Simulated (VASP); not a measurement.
Data:

```yaml
crystal:
  lattice:
    - [1.26086, -2.18388, 0.00000]
    - [1.26086, 2.18388, 0.00000]
    - [0.00000, 0.00000, 8.90597]
  atoms:
    - { symbol: B, position: [0.33333, 0.66667, 0.25000] }
    - { symbol: B, position: [0.66667, 0.33333, 0.75000] }
    - { symbol: N, position: [0.66667, 0.33333, 0.25000] }
    - { symbol: N, position: [0.33333, 0.66667, 0.75000] }
```

Calculation: revPBE GGA, VASP's PBE PAW potentials (set 64) (plane waves; VASP 6.6.1). Settings: 520 eV cut-off, 9×9×3 Γ-centred mesh, Gaussian smearing of 0.050 eV, potentials B N.

Without a dispersion term in the relaxation, distances and binding between the weakly bound layers, chains or molecules are unreliable, and so is what depends on them.

Estimate the energy per atom (σ→0).

| Quantity | Value |
|---|---|
| energy per atom (σ→0) | -8.516 eV/atom |

Only differences to runs with the same potentials and settings are physical.

The compound is BN in the hex structure. It was relaxed first, which changed the volume by +36 %. The start is the result of an earlier pass.
